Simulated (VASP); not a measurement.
## SiO2 (Stishovite): NMR shieldings

Aim: NMR shielding tensors and field gradients of SiO2 (Stishovite). The cell is of the rutile type, one of the forms listed for this formula, which need not be the common one. The start is a cell from a database of measured crystal structures.

Method: PBE; plane waves and PAW (Si, O), in the first sound run; inputs show where later runs differ, in VASP 6.6.1.

## 1. The starting structure

Symmetry: P4_2/mnm, No. 136, tetragonal system. Conventional cell: a = 4.177 Å, b = 4.177 Å, c = 2.665 Å, α = 90.00°, β = 90.00°, γ = 90.00°. Si has 6 O at 1.76 to 1.81 Å nearest. Nearest to O lie 3 Si at 1.76 to 1.81 Å. Farther neighbours and most contacts between anions are not listed.

Coordinates:

```xyz
6
Lattice="4.1773 0.0000 0.0000 0.0000 4.1773 0.0000 0.0000 0.0000 2.6652" Properties=species:S:1:pos:R:3 pbc="T T T"
Si    2.0886    2.0886    1.3326
Si    0.0000    0.0000    0.0000
O     3.3665    0.8108    1.3326
O     2.8995    2.8995    0.0000
O     0.8108    3.3665    1.3326
O     1.2778    1.2778    0.0000
```

## 2. Ground state

The next steps need an insulator, so the gap is checked first.

File INCAR:

```
SYSTEM = SiO2
PREC = Accurate
ENCUT = 520
EDIFF = 1E-07
NELM = 100
ISMEAR = 0
SIGMA = 0.01
LREAL = .FALSE.
ALGO = Normal
GGA = PE
NBANDS = 22
LORBIT = 11
LWAVE = .FALSE.
LCHARG = .FALSE.
KPAR = 2
```

File POSCAR:

```
SiO2
1.0
    4.1773000000      0.0000000000      0.0000000000
    0.0000000000      4.1773000000      0.0000000000
    0.0000000000      0.0000000000      2.6652000000
Si O
2 4
Direct
    0.5000000000      0.5000000000      0.5000000000
    0.0000000000      0.0000000000      0.0000000000
    0.8059000000      0.1941000000      0.5000000000
    0.6941000000      0.6941000000      0.0000000000
    0.1941000000      0.8059000000      0.5000000000
    0.3059000000      0.3059000000      0.0000000000
```

File KPOINTS:

```
Automatic mesh
0
Gamma
5 5 7
0 0 0
```

PAW data sets: Si and O (PBE family, release 64).

Started as:

```
$ mpirun -np 2 vasp_std
```

The log of the run:

```text
[banner, memory and clock lines left out]
running    2 mpi-ranks, on    1 nodes
 distrk:  each k-point on    1 cores,    2 groups
 distr:  one band on    1 cores,    1 groups

 POSCAR found type information on POSCAR SiO
 POSCAR found :  2 types and       6 ions
 LDA part: xc-table for (Slater+PW92), standard interpolation
 POSCAR, INCAR and KPOINTS ok, starting setup
 FFT: planning ... GRIDC
 FFT: planning ... GRID_SOFT
 FFT: planning ... GRID
 WAVECAR not read
 entering main loop
       N       E                     dE             d eps       ncg     rms          rms(c)
DAV:   1     0.153037339698E+03    0.15304E+03   -0.17993E+04  1056   0.140E+03
DAV:   2    -0.435951514739E+02   -0.19663E+03   -0.18853E+03  1310   0.306E+02
DAV:   3    -0.508480070681E+02   -0.72529E+01   -0.72287E+01  1344   0.604E+01
DAV:   4    -0.509008267131E+02   -0.52820E-01   -0.52801E-01  1296   0.594E+00
DAV:   5    -0.509013428798E+02   -0.51617E-03   -0.51613E-03  1332   0.552E-01    0.176E+01
DAV:   6    -0.462053558695E+02    0.46960E+01   -0.16438E+01  1248   0.278E+01    0.803E+00
DAV:   7    -0.462271656677E+02   -0.21810E-01   -0.57998E-01  1266   0.506E+00    0.296E+00
DAV:   8    -0.462415728959E+02   -0.14407E-01   -0.20243E-02  1254   0.137E+00    0.109E+00
DAV:   9    -0.462480232382E+02   -0.64503E-02   -0.83498E-03  1260   0.900E-01    0.269E-01
DAV:  10    -0.462482440624E+02   -0.22082E-03   -0.55447E-04  1320   0.185E-01    0.425E-02
DAV:  11    -0.462482150269E+02    0.29035E-04   -0.12282E-04  1290   0.810E-02    0.613E-03
DAV:  12    -0.462482160908E+02   -0.10638E-05   -0.68289E-06  1308   0.192E-02    0.428E-03
DAV:  13    -0.462482160292E+02    0.61580E-07   -0.95952E-07  1272   0.738E-03
   1 F= -.46248216E+02 E0= -.46248216E+02  d E =-.487376E-82
```

Wall time 4.2 s (2 MPI ranks of Intel Xeon 6975P-C (Granite Rapids), shared host); peak memory 0.28 GiB.

Lines that name or quote the potential files are left out of all logs, and their timing lines are given in words.

From OUTCAR (step 2):

```text
ion  position               nearest neighbor table
   1  0.500  0.500  0.500-   4 1.76   6 1.76   4 1.76   6 1.76   5 1.81   3 1.81
   2  0.000  0.000  0.000-   3 1.76   5 1.76   3 1.76   5 1.76   4 1.81   6 1.81
   3  0.806  0.194  0.500-   2 1.76   2 1.76   1 1.81
   4  0.694  0.694  0.000-   1 1.76   1 1.76   2 1.81
   5  0.194  0.806  0.500-   2 1.76   2 1.76   1 1.81
   6  0.306  0.306  0.000-   1 1.76   1 1.76   2 1.81

  LATTYP: Found a simple tetragonal cell.
 ALAT       =     4.1773000000
 C/A-ratio  =     0.6380197735

 Subroutine GETGRP returns: Found 16 space group operations
 (whereof  8 operations were pure point group operations)

The static configuration has the point symmetry D_2h.
 The point group associated with its full space group is D_4h.

 Found     24 irreducible k-points:

   k-points           NKPTS =     24   k-points in BZ     NKDIM =     24   number of bands    NBANDS=     22

   dimension x,y,z NGX =    32 NGY =   32 NGZ =   20
   dimension x,y,z NGXF=    64 NGYF=   64 NGZF=   40

   ENCUT  =  520.0 eV  38.22 Ry    6.18 a.u.   7.77  7.77  4.96*2*pi/ulx,y,z

   NELECT =      32.0000    total number of electrons

 k-points in reciprocal lattice and weights: Automatic mesh
   0.00000000  0.00000000  0.00000000       0.006
   0.20000000  0.00000000  0.00000000       0.023
   0.40000000  0.00000000  0.00000000       0.023
   0.20000000  0.20000000  0.00000000       0.023
   0.40000000  0.20000000  0.00000000       0.046
   0.40000000  0.40000000  0.00000000       0.023
   0.00000000  0.00000000  0.14285714       0.011
   0.20000000  0.00000000  0.14285714       0.046
   0.40000000  0.00000000  0.14285714       0.046
[...]
0.40000000  0.20000000  0.42857143       0.091
   0.40000000  0.40000000  0.42857143       0.046

 average (electrostatic) potential at core
       1 -81.1638       2 -81.1638       3 -66.7338       4 -66.7338       5 -66.7338
       6 -66.7338

 E-fermi :   8.4073

 k-point     1 :       0.0000    0.0000    0.0000
  band No.  band energies     occupation
    ...
     12       5.1154      2.00000
     13       5.7430      2.00000
     14       7.3842      2.00000
     15       7.3842      2.00000
     16       8.2735      2.00000
     17      13.8851      0.00000
     18      14.9793      0.00000
     19      16.7797      0.00000
     20      16.7797      0.00000
     21      19.3952      0.00000
    ...

 k-point     2 :       0.2000    0.0000    0.0000
  band No.  band energies     occupation
    ...
     12       5.2053      2.00000
     13       5.7877      2.00000
     14       6.5663      2.00000
     15       7.3154      2.00000
     16       7.9652      2.00000
     17      14.4926      0.00000
     18      15.3262      0.00000
     19      16.8932      0.00000
     20      16.8958      0.00000
     21      19.9206      0.00000
    ...

 k-point     3 :       0.4000    0.0000    0.0000
  band No.  band energies     occupation
    ...
     12       4.9696      2.00000
     13       5.4338      2.00000
     14       5.6813      2.00000
     15       7.1863      2.00000
     16       7.3535      2.00000
     17      15.6288      0.00000
     18      16.0287      0.00000
     19      17.1485      0.00000
     20      17.3793      0.00000
     21      19.3773      0.00000
    ...

  Total        3.0843891      3.0843891      3.7039543      0.0000000      0.0000000      0.0000000
  in kB      106.2572569    106.2572569    127.6012908      0.0000000      0.0000000      0.0000000
  external PRESSURE =     113.3719349 kB  Pullay stress =       0.0000000 kB

  energy-cutoff  :      520.00
  volume of cell :       46.51
      direct lattice vectors                 reciprocal lattice vectors
     4.177300000  0.000000000  0.000000000     0.239389079  0.000000000  0.000000000
     0.000000000  4.177300000  0.000000000     0.000000000  0.239389079  0.000000000
     0.000000000  0.000000000  2.665200000     0.000000000  0.000000000  0.375206363

 POSITION                                       TOTAL-FORCE (eV/Angst)
 -----------------------------------------------------------------------------------
      2.08865      2.08865      1.33260         0.000000      0.000000      0.000000
      0.00000      0.00000      0.00000         0.000000      0.000000      0.000000
      3.36649      0.81081      1.33260        -0.065570      0.065570      0.000000
      2.89946      2.89946      0.00000         0.065570      0.065570      0.000000
      0.81081      3.36649      1.33260         0.065570     -0.065570     -0.000000
      1.27784      1.27784      0.00000        -0.065570     -0.065570     -0.000000
 -----------------------------------------------------------------------------------
    total drift:                                0.000000      0.000000     -0.000000

  FREE ENERGIE OF THE ION-ELECTRON SYSTEM (eV)
  ---------------------------------------------------
  free  energy   TOTEN  =       -46.2482160292 eV

  energy  without entropy=      -46.2482160292  energy(sigma->0) =      -46.24821603

 total charge
# of ion       s       p       d       tot
------------------------------------------
    1        0.589   0.879   0.000   1.467
    2        0.589   0.879   0.000   1.467
    3        1.550   3.695   0.000   5.246
    4        1.550   3.695   0.000   5.246
    5        1.550   3.695   0.000   5.246
    6        1.550   3.695   0.000   5.246
--------------------------------------------------
tot          7.379  16.539   0.000  23.917

[... 3 further parts left out ...]
```

The gap is read on the k-mesh alone, so it is an upper bound where the band edges lie off the mesh.

A gap read on the k-mesh alone can miss the band edges.

This step gave:

```
free energy (TOTEN)            : -46.25 eV
Fermi energy                   : 8.407 eV
pressure                       : 11.34 GPa
gap on the k-mesh              : 5.612 eV
least direct gap on the k-mesh : 5.612 eV
```

The cell has a gap of 5.61 eV on this mesh and a pressure of +11.3 GPa, which holds the misfit of the given cell and coordinates with this functional, and any error of cutoff, mesh and data sets. Forces of up to 0.093 eV/Å remain in these settings.

(Continued in part 2 of 5.)

[Lines on the potential files, build, host, timing and source positions are cut from VASP's logs without a mark.]

[Logs are printed without paths, hosts, clocks, repeated set-up lines and the standing remarks that a program may print on its own settings, such as how far it seeks lower states.]

[Hosts, paths, dates, database ids (printed as entryN), source tags and the programs' standing remarks are cut or masked in the printed files.]
